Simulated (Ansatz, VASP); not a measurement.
HPbNO4 in VASP and in Ansatz

File INCAR:

```
ALGO = Normal
EDIFF = 1E-7
ENCUT = 520
GGA = PE
ISIF = 2
ISMEAR = -1
KPAR = 4
LASPH = True
LCHARG = True
LREAL = False
LVHAR = True
LWAVE = False
NBANDS = 57
NELM = 100
PREC = Accurate
SIGMA = 0.05
```

The input KPOINTS:

```
k-points
0
Gamma
  5 6 4
```

Contents of POSCAR:

```
HPbNO4
1.0
    6.8587600000      0.0000000000     -0.0149100000
    0.0000000000      4.2286500000      0.0000000000
   -3.3751900000      0.0000000000      7.2819400000
H Pb N O
2 2 2 8
Direct
    0.2254900000      0.7500000000      0.5073000000
    0.7745100000      0.2500000000      0.4927000000
    0.3022900000      0.2500000000      0.2849400000
    0.6977100000      0.7500000000      0.7150600000
    0.2148400000      0.7500000000      0.8356700000
    0.7851600000      0.2500000000      0.1643300000
    0.3307800000      0.7500000000      0.4533800000
    0.4090900000      0.7500000000      0.8690100000
    0.1550800000      0.7500000000      0.9653700000
    0.0708300000      0.7500000000      0.6695500000
    0.6692200000      0.2500000000      0.5466100000
    0.5909100000      0.2500000000      0.1309900000
    0.8449200000      0.2500000000      0.0346300000
    0.9291700000      0.2500000000      0.3304500000
```

The input input.yaml:

```yaml
crystal:
  lattice:
    - [6.85876, 0.0, -0.01491]
    - [0.0, 4.22865, 0.0]
    - [-3.37519, 0.0, 7.28194]
  atoms:
    - { symbol: H, position: [0.22549, 0.75, 0.5073] }
    - { symbol: H, position: [0.77451, 0.25, 0.4927] }
    - { symbol: Pb, position: [0.30229, 0.25, 0.28494] }
    - { symbol: Pb, position: [0.69771, 0.75, 0.71506] }
    - { symbol: "N", position: [0.21484, 0.75, 0.83567] }
    - { symbol: "N", position: [0.78516, 0.25, 0.16433] }
    - { symbol: O, position: [0.33078, 0.75, 0.45338] }
    - { symbol: O, position: [0.40909, 0.75, 0.86901] }
    - { symbol: O, position: [0.15508, 0.75, 0.96537] }
    - { symbol: O, position: [0.07083, 0.75, 0.66955] }
    - { symbol: O, position: [0.66922, 0.25, 0.54661] }
    - { symbol: O, position: [0.59091, 0.25, 0.13099] }
    - { symbol: O, position: [0.84492, 0.25, 0.03463] }
    - { symbol: O, position: [0.92917, 0.25, 0.33045] }
hamiltonian:
  xc: pbe
  pseudopotentials: { kind: paw }
kpoints:
  mp_grid: { grid: [5, 6, 4] }
  band_path:
    path:
      - [[0.0, 0.0, 0.0], [0.0, 0.0, 0.5], [-0.3888953152, 0.0, 0.692271713], [-0.5, 0.0, 0.5], [-0.5, 0.5, 0.5], [-0.6111046848, 0.5, 0.307728287], [-0.5, 0.5, 0.0], [-0.5, 0.0, 0.0], [-0.6111046848, 0.0, 0.307728287]]
      - [[-0.3888953152, 0.5, 0.692271713], [0.0, 0.5, 0.5], [0.0, 0.5, 0.0]]
      - [[0.0, 0.0, 0.5], [0.0, 0.5, 0.5]]
    npoints: 10
scf:
  occupations: { method: fermi_dirac, width: 0.05 }
  n_extra_bands: 35
output:
  forces: true
  stress: true
  eigenvalues: true
  fatbands: true
```

The cell was built by a generator and needn't be a form met in nature.

Alike in both runs: functional PBE; k mesh 5 × 6 × 4; occupations fermi-dirac, width 0.05 eV; no spin polarisation.

|  | VASP | Ansatz |
| --- | --- | --- |
| version | VASP 6.6.1 | Ansatz 0.2.0 |
| potentials or method | VASP PAW PBE potentials, release 64 (H, Pb_d, N, O) | Ansatz PAW |
| plane-wave cutoff (eV) | 520 | 420 |
| valence electrons in the cell | 88 | 88 |
| task | single point | band structure |

Ansatz gave:

* gap on the k mesh at the Fermi level (eV): 3.08
* least direct gap on the mesh (eV): 3.29
* pressure (GPa): 0.0
* largest component of the traceless stress (GPa): 0.04
* rms of the force components (eV/Å): 0.002

Task: Estimate VASP's values.

Result: gap on the k mesh at the Fermi level (eV): 3.06; least direct gap on the mesh (eV): 3.27; pressure (GPa): 0.6; largest component of the traceless stress (GPa): 0.74; rms of the force components (eV/Å): 0.151.

Atom by atom the forces differ by 0.151 eV/Å (rms over components). One of these differences is far larger than is usual between the two programs; its cause wasn't traced.

Caveats: spin-orbit coupling is left out, which as a rule narrows the gap of such compounds by several tenths of an eV; the standard files for N, O and F lose accuracy on very short bonds (VASP); an odd mesh through Γ misses points on the zone boundary, where band edges often lie (VASP); the pressure holds a Pulay correction of +0.6 GPa for the finite cutoff (Ansatz). As with any semilocal functional, this PBE gap is likely too small.
